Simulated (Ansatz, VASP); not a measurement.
# CaAg2SCl2: VASP beside Ansatz

Aim: how closely do two programs agree when they are given the same cell, functional and k mesh? The cell is generated by rule, not measured, and may not be a known phase. The cell is taken from a series of runs on this material, whose earlier steps may have relaxed, scaled, displaced or heated it; both programs get it as it stands.

Method: plane waves, with VASP 6.6.1 beside it; relaxation of cell and atoms at LDA, in Ansatz 0.2.0.

The structure was built from a prototype and need not be the compound's stable phase.

## (1) Set-up

Symmetry: I4/mmm, No. 139, tetragonal system. Conventional cell: a = 3.916 Å, b = 3.916 Å, c = 15.608 Å, α = 90.00°, β = 90.00°, γ = 90.00°. Ag has 1 S at 2.44 Å and 5 Cl at 2.60 to 2.79 Å nearest. Ca has 2 Cl at 2.76 Å and 4 S at 2.77 Å nearest. Cl has 5 Ag at 2.60 to 2.79 Å and 1 Ca at 2.76 Å nearest. S has 2 Ag at 2.44 Å and 4 Ca at 2.77 Å nearest. Farther neighbours and most contacts between anions are not listed.

## (2) Ansatz: relaxation of cell and atoms, LDA

Ansatz runs on its default PAW (the set named soft_2) files.

The relaxed volume is the usual yardstick between codes: in a stiff, nearly cubic crystal its relative difference is about their pressure difference at one cell divided by the bulk modulus.

File input.yaml:

```yaml
crystal:
  lattice:
    - [2.7690140707, 2.7690140707, 0.0]
    - [-2.7690140707, 2.7690140707, 0.0]
    - [2.7690140707, 0.0, 7.804130586]
  atoms:
    - { symbol: Ag, position: [0.3436653292, 0.6563346708, 0.3126693417] }
    - { symbol: Ag, position: [0.6563346708, 0.3436653292, 0.6873306583] }
    - { symbol: Ca, position: [0.0, 0.0, 0.0] }
    - { symbol: Cl, position: [0.82305158, 0.17694842, 0.3538968401] }
    - { symbol: Cl, position: [0.17694842, 0.82305158, 0.6461031599] }
    - { symbol: S, position: [0.5, 0.5, 0.0] }
kpoints:
  mp_grid: { grid: [6, 6, 6] }
hamiltonian:
  xc: lda
scf:
  occupations: { method: gaussian, width: 0.02 }
output:
  forces: true
  stress: true
  eigenvalues: true
  write_density: true
  write_potential: true
  elf: true
  volumetric_format: npy
relax:
  adjacent_minimum: "off"
  f_tol: 0.005
  max_steps: 80
  cell: { stress_tol: 0.05 }
```

Run with:

```
> ansatz run input.yaml --threads 4 --pin off --max-ram 14336MiB --backend cpu --events-out ev --progress --plain --runs-dir out
```

Numbers of over 12 decimals in the logs are rounded to 6 here.

What it wrote:

```text
Engine: ansatz 0.2.0, x86_64-unknown-linux-gnu
Pseudopotentials: kind: paw
Pseudopotential: Ag, paw, valence charge 19, recommended cutoff 420 eV (normal), Ag.paw.azcp
Pseudopotential: Ca, paw, valence charge 10, recommended cutoff 420 eV (normal), Ca.paw.azcp
Pseudopotential: Cl, paw, valence charge 7, recommended cutoff 420 eV (normal), Cl.paw.azcp
Pseudopotential: S, paw, valence charge 6, recommended cutoff 420 eV (normal), S.paw.azcp
Functional definition: SPW92
  exchange = slater_x
  correlation = pw_c
Crystal: 6 atoms, lattice volume = 119.675 Å³
Basis set: ecut = 420 eV, 2351 PW (Γ)
Bands: 41, of which v1, the nominal top of the filled ones, is band 34 counted from 1 (33 counted from 0)
Symmetry: 16 space group operations
Space group: I4/mmm (ITA 139), of the structure as read, at distance tolerance 4.9e-5 Å
k-points: 30 of 216
Non-local potential: Ag, projectors of the file, l = 0: 3, l = 1: 2, l = 2: 2, l = 3: 1
Non-local potential: Ca, projectors of the file, l = 0: 3, l = 1: 2, l = 2: 2
Non-local potential: Cl, projectors of the file, l = 0: 2, l = 1: 2, l = 2: 2
Non-local potential: S, projectors of the file, l = 0: 2, l = 1: 2, l = 2: 2
PAW form: soft (Blöchl's): semilocal exchange-correlation on the pseudo side does not see the compensation charge
PAW frozen core: Ag, regenerated for the run's functional, and the local potential with it (the file was generated under x = pbe(κ = 0.804, μ = 0.219515), c = pbe(β = 0.066725))
PAW frozen core: Ca, regenerated for the run's functional, and the local potential with it (the file was generated under x = pbe(κ = 0.804, μ = 0.219515), c = pbe(β = 0.066725))
PAW frozen core: Cl, regenerated for the run's functional, and the local potential with it (the file was generated under x = pbe(κ = 0.804, μ = 0.219515), c = pbe(β = 0.066725))
PAW frozen core: S, regenerated for the run's functional, and the local potential with it (the file was generated under x = pbe(κ = 0.804, μ = 0.219515), c = pbe(β = 0.066725))
PAW one-centre angular grid: Ag, 590 points (default); XC on 64 Gauss nodes
PAW one-centre angular grid: Ca, 110 points (default); XC on 64 Gauss nodes
PAW one-centre angular grid: Cl, 110 points (default); XC on 64 Gauss nodes
PAW one-centre angular grid: S, 110 points (default); XC on 64 Gauss nodes
Initial density: superposition of atomic densities (neutral atoms: chi_scale 0, normalization atom), corrected by the library's trained network
Initial wavefunctions: pseudopotential atomic-orbital guess
Functional: x = slater, c = lda
SCF iter   1: F=—  HF=-19652.953324 eV  |F-HF|=—  |Δ(HF+E_count)|=         —  Δρ=1.02e-2  dr2=1.11e-1  ethr=1.77e-3  ⟨swp⟩=9.3  Hψ=5707  notcnv=0  defer=1
preconditioner: auto → Resta (q_TF=auto, 2.483 Å⁻¹)  ε∞=5.8  [insulator: Δε(μ)=1.033 eV  Ē_g=10.985 eV  σ=0.020 eV  W_gap=1.00  n_scr=34 (ndim 8)  ℏωp=24.0 eV  f_vac=0.006  D(μ)=0.00/eV (n_scr^D=0)  ε∞_Penn≈5.8]
SCF iter   2: F=—  HF=-19652.923921 eV  |F-HF|=—  |Δ(HF+E_count)|=   2.94e-2  Δρ=4.10e-3  dr2=1.60e-2  ethr=1.64e-4  ⟨swp⟩=2.0  Hψ=2122  notcnv=0  defer=61
SCF iter   3: F=—  HF=-19652.919472 eV  |F-HF|=—  |Δ(HF+E_count)|=   4.45e-3  Δρ=1.62e-3  dr2=2.43e-3  ethr=2.36e-5  ⟨swp⟩=2.0  Hψ=1875  notcnv=0  defer=61
SCF iter   4: F=—  HF=-19652.918873 eV  |F-HF|=—  |Δ(HF+E_count)|=   6.00e-4  Δρ=2.97e-4  dr2=8.94e-5  ethr=3.58e-6  ⟨swp⟩=2.8  Hψ=1941  notcnv=0  defer=61
SCF iter   5: F=—  HF=-19652.918886 eV  |F-HF|=—  |Δ(HF+E_count)|=   1.34e-5  Δρ=6.73e-5  dr2=4.57e-6  ethr=1.32e-7  ⟨swp⟩=1.0  Hψ=1169  notcnv=0  defer=61
SCF iter   6: F=—  HF=-19652.918888 eV  |F-HF|=—  |Δ(HF+E_count)|=   2.02e-6  Δρ=1.18e-5  dr2=1.88e-7  ethr=6.71e-9  ⟨swp⟩=1.7  Hψ=1262  notcnv=0  defer=61
SCF iter   7: F=-19652.918889 eV  HF=-19652.918889 eV  |F-HF|=7.28e-10  |Δ(HF+E_count)|=   5.22e-8  Δρ=2.63e-6  dr2=9.81e-9  ethr=1.47e-10  ⟨swp⟩=12.2  Hψ=7739  notcnv=0
SCF 1 converged in 7 iterations: F = -19652.918889 eV  dr2 = 9.81e-9
  greatest PAW one-centre occupation: 1.002 electrons in one spin orbital (limit 2), on the Ag atom at site 1 (counted from 0), in its partial waves of l = 0
relax step   1: F+E_penalty+E_count = -19652.91888850 eV  Δ(F+E_penalty+E_count) = +0.000e0 eV  max|allowed force component| = 5.283e-4 eV/Å  Δτ_max = 0.0000 Å  P = -0.001 GPa  Ω = 119.675 Å³  (7 SCF iters, dr2 threshold 1.00e-7 eV, accepted)
Initial density: handed on by an earlier stage of this run
Initial wavefunctions: pseudopotential atomic-orbital guess (no wavefunctions were taken with the density)
iter 1 solved again at ethr=4.15e-7 eV; its pass at ethr=3.10e-3 eV (dr2=2.82e-4 eV) is discarded
SCF iter   1: F=—  HF=-19652.918882 eV  |F-HF|=—  |Δ(HF+E_count)|=         —  Δρ=2.60e-6  dr2=9.82e-9  ethr=4.15e-7  ⟨swp⟩=3.0  Hψ=8797  notcnv=0
eigensolver tolerance schedule: the retry pair's looser diagonalisation over-reported the residual by 28715.56 of it (diagonalisation noise at an unbounded share of the residual, at the tolerance the schedule requests for it); recorded, not acted on — ethr = c·dr2/N_el stays at c = 1.0e-1
preconditioner: auto → Resta (q_TF=auto, 2.483 Å⁻¹)  ε∞=5.7  [insulator: Δε(μ)=1.134 eV  Ē_g=11.056 eV  σ=0.020 eV  W_gap=1.00  n_scr=34 (ndim 8)  ℏωp=24.0 eV  f_vac=0.003  D(μ)=0.00/eV (n_scr^D=0)  ε∞_Penn≈5.7]
SCF iter   2: F=—  HF=-19652.918889 eV  |F-HF|=—  |Δ(HF+E_count)|=   6.75e-6  Δρ=1.69e-6  dr2=3.66e-9  ethr=1.44e-11  ⟨swp⟩=3.1  Hψ=2860  notcnv=0
SCF iter   3: F=—  HF=-19652.918889 eV  |F-HF|=—  |Δ(HF+E_count)|=   1.17e-9  Δρ=4.73e-7  dr2=3.36e-10  ethr=5.39e-12  ⟨swp⟩=2.1  Hψ=1758  notcnv=0
SCF iter   4: F=-19652.918889 eV  HF=-19652.918889 eV  |F-HF|=2.91e-11  |Δ(HF+E_count)|=    0.00e0  Δρ=1.76e-7  dr2=5.48e-11  ethr=1.00e-12  ⟨swp⟩=4.9  Hψ=5901  notcnv=0
SCF 2 converged in 4 iterations: F = -19652.918889 eV  dr2 = 5.48e-11
relax step   2: F+E_penalty+E_count = -19652.91888851 eV  Δ(F+E_penalty+E_count) = -2.714e-9 eV  max|allowed force component| = 5.302e-4 eV/Å  Δτ_max = 0.0000 Å  P = -0.001 GPa  Ω = 119.675 Å³  stress off target by 2.22e-3 GPa  SCF on the basis re-selected at this cell (its energy is not comparable with the rows above)  (4 SCF iters)
basis re-selected at this cell: Δ(F+E_penalty+E_count) = -2.714e-9 eV, ΔP = +0.000 GPa vs the last step (what re-selecting the basis moved, of the pressure what is left beyond the Pulay correction that the steps carried, after the strain that the cell walked since its last selection, with what the two solves' SCF thresholds leave and, on support functions, any second-order correction that the steps lacked; it is no m [...]
SCF converged after 4 iterations
Free energy (F): -19652.918889 eV
Harris-Foulkes:  -19652.918889 eV  (|F-HF|=2.91e-11)
Internal energy: -19652.918889 eV  (E = F + TS)
E sigma→0 (E₀):  -19652.918889 eV
Fermi energy:    9.479049 eV
--- Per-component energies (eV) ---
  E_band       = -811.080617
  E_kinetic    = 1768.243027
  E_local      = -7424.034570  (includes V_loc(G=0)·N_el)
  E_nonlocal   = 335.953639
  E_hartree    = 3190.394511
  E_xc         = -810.744390
  E_vxc        = -969.975512  (∫ρ·V_xc dr)
  E_paw        = -10181.376335  (= ΣΔE_a)
  E_vpaw       = -902.056858  (= ΣTr[D̂ρ^β])
  E_aug_tail   = 0.000716  (compensation charges beyond the density's cutoff)
  E_ewald      = -6533.622447
  E_core_change = 2.266962  (= ΣΔE_core)
  E_smearing   = -0.000000  (= −TS)
  E_closure    = 0.000000  (closes the sum)
  Σ components = -19652.918889   (vs F -19652.918889, Δ=0.00e0)
--- Forces (eV/Å), atoms counted from 1 ---
  atom   1  Ag     0.00000000     0.00000000    -0.00020986
  atom   2  Ag     0.00000000     0.00000000     0.00020986
  atom   3  Ca    -0.00000000     0.00000000     0.00000000
  atom   4  Cl     0.00000000     0.00000000    -0.00053018
  atom   5  Cl     0.00000000     0.00000000     0.00053018
  atom   6  S      0.00000000    -0.00000000     0.00000000
  max |Σ_I F_I| component: 2.76e-30 eV/Å
--- Stress (GPa, compression-positive) ---
        0.000107       0.000000       0.000000
       -0.000000       0.000107       0.000000
        0.000000       0.000000      -0.002219
  P = ⅓ Tr σ = -0.0007 GPa (-0.007 kbar)
--- Band table (eV; the first three rows and the last of 30) ---
  k-point 0: bands = [... 30 lower, 6.5746, 7.3865, 8.0801, 8.0801, 10.0456, 10.9433, 12.5308, 13.1331, ... 3 higher]
  k-point 1: bands = [... 30 lower, 6.5251, 7.3984, 8.1082, 8.1082, 10.3835, 10.9433, 12.3221, 13.1331, ... 3 higher]
  k-point 2: bands = [... 30 lower, 6.4132, 7.4149, 8.1636, 8.1636, 10.9434, 10.9743, 12.2082, 13.1332, ... 3 higher]
  k-point 29: bands = [... 30 lower, 6.6970, 7.3531, 7.4308, 7.5896, 11.4634, 12.2291, 12.2839, 12.8212, ... 3 higher]
--- Relaxed structure (1 steps of the walk, 1 accepted, 1 SCFs on fresh bases) ---
  F+E_penalty+E_count = -19652.91888851 eV   max|allowed force component| = 5.302e-4 eV/Å   (the final SCF, on the basis selected at the relaxed cell)
  cell:  # Å, volume = 119.6754 Å³
    - [2.7690140707, 2.7690140707, 0.0]
    - [-2.7690140707, 2.7690140707, 0.0]
    - [2.7690140707, 0.0, 7.804130586]
  atoms:
    - { symbol: Ag, position: [0.34366532915, 0.65633467085, 0.312669] }
    - { symbol: Ag, position: [0.65633467085, 0.34366532915, 0.6873306583] }
    - { symbol: Ca, position: [0.0, 0.0, 0.0] }
    - { symbol: Cl, position: [0.82305157995, 0.17694842005, 0.3538968401] }
    - { symbol: Cl, position: [0.176948, 0.82305157995, 0.6461031599] }
    - { symbol: S, position: [0.5, 0.5, 0.0] }
```

The column dr2 measures how far the density is from self-consistency, as an energy; F and HF (Harris–Foulkes) agree once it is small.

[end of part 1 of 2]

[Lines on the potential files, build, host, timing and source positions are cut from VASP's logs without a mark.]

[Logs are printed without paths, hosts, clocks, repeated set-up lines and the standing remarks that a program may print on its own settings, such as how far it seeks lower states.]

[Hosts, paths, dates, database ids (printed as entryN), source tags and the programs' standing remarks are cut or masked in the printed files.]
